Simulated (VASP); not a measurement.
Sn3Pb5Se8: relaxation of cell and atoms with PBEsol

Crystal: Sn3Pb5Se8.

```xyz
16
Lattice="0.0000 6.0469 -6.0469 -6.0469 0.0000 -6.0469 -6.0465 6.0465 -0.0004" Properties=species:S:1:pos:R:3 pbc="T T T"
Sn   -3.0234    3.0234   -6.0469
Sn   -3.0234    0.0000   -3.0234
Sn    0.0000    3.0234   -3.0234
Pb    0.0000    0.0000    0.0000
Pb   -6.0467    6.0467   -6.0470
Pb   -6.0467    3.0233   -3.0236
Pb   -3.0233    6.0467   -3.0236
Pb   -3.0233    3.0233   -0.0002
Se   -6.0134    6.0134   -9.0704
Se   -6.0134    3.0234   -6.0803
Se   -3.0234    6.0134   -6.0803
Se   -2.9901    2.9901   -3.0568
Se   -9.1033    9.1033   -9.0373
Se   -9.0700    6.0800   -6.0138
Se   -6.0800    9.0700   -6.0138
Se   -6.0800    6.0800   -3.0237
```

The cell was built by a generator and needn't be a form met in nature.

```json
{
 "Program": "VASP 6.6.1",
 "Task": "relaxation of cell and atoms",
 "Functional": "PBEsol",
 "Potentials or basis": "VASP PAW PBE potentials, release 64 (Sn_d, Pb_d, Se)",
 "Cutoff": "600 eV",
 "k mesh": "6 × 6 × 5",
 "Occupations": "gaussian, width 0.03 eV",
 "Spin": "no spin polarisation",
 "Further INCAR settings": "ALGO = Normal; EDIFF = 1e-07; IBRION = 2; EDIFFG = -0.005; NSW = 90; ISIF = 3"
}
```

```
Relaxed volume                         : 27.66 Å³/atom
Relaxed cell                           : a = 8.553 Å, b = 8.553 Å, c = 8.554 Å, α = 60.00°, β = 60.00°, γ = 60.00°
Space group after relaxing (to 0.05 Å) : R-3m (No. 166)
Energy gained by relaxing              : 0.0 meV/atom
Ionic steps                            : 2
Pressure after relaxing                : 0.0 GPa
Largest force after relaxing           : 0.003 eV/Å
Band gap on the k mesh                 : none (metal or under the smearing width)
```

Forces in eV/Å, atoms in the order of the input:
```
Sn   0.000  0.000  0.000
Sn   0.000  0.000  0.000
Sn   0.000  0.000  0.000
Pb   0.000  0.000  0.000
Pb   0.000  0.000  0.000
Pb   0.000  0.000  0.000
Pb   0.000  0.000  0.000
Pb   0.000  0.000  0.000
Se   0.001 -0.001  0.000
Se   0.001  0.000 -0.001
Se   0.000 -0.001 -0.001
Se  -0.002  0.002  0.002
Se   0.002 -0.002 -0.002
Se   0.000  0.001  0.001
Se  -0.001  0.000  0.001
Se  -0.001  0.001  0.000
```

Final structure:
```
CELL_PARAMETERS angstrom
0.00000 6.04807 -6.04807
-6.04807 0.00000 -6.04807
-6.04865 6.04865 0.00058
ATOMIC_POSITIONS crystal
Sn 0.50000 0.50000 0.00000
Sn 0.00000 0.50000 0.00000
Sn 0.50000 0.00000 0.00000
Pb 0.00000 0.00000 0.00000
Pb 0.50000 0.50000 0.50000
Pb 0.00000 0.50000 0.50000
Pb 0.50000 0.00000 0.50000
Pb 0.00000 0.00000 0.50000
Se 0.75000 0.75000 0.24447
Se 0.25553 0.75000 0.24447
Se 0.75000 0.25553 0.24447
Se 0.25274 0.25274 0.24177
Se 0.74726 0.74726 0.75823
Se 0.25000 0.74447 0.75553
Se 0.74447 0.25000 0.75553
Se 0.25000 0.25000 0.75553
```

Levels at points of the mesh, in eV from the Fermi level:
| k point | band 78 | band 79 | band 80 | band 81 | band 82 | band 83 |
| --- | --- | --- | --- | --- | --- | --- |
| (0.00, 0.00, 0.00) | -0.03 | -0.01 | -0.01 | -0.01 | 0.25 | 0.28 |
| (0.50, 0.00, 0.00) | -1.95 | -1.09 | -1.07 | 1.94 | 2.08 | 2.58 |
| (0.50, 0.50, 0.00) | -0.69 | -0.57 | -0.50 | 1.14 | 1.18 | 1.21 |

Wall time 36 min on 4 MPI ranks on Intel(R) Xeon(R) Platinum 8259CL CPU @ 2.50GHz (Skylake/Cascade Lake), with other jobs on the host, peak memory 2.2 GiB a rank.

Caveat: the PAW data sets were made with another functional, which shifts forces and pressure a little. The run has no spin-orbit coupling, so splittings on Pb are missing.
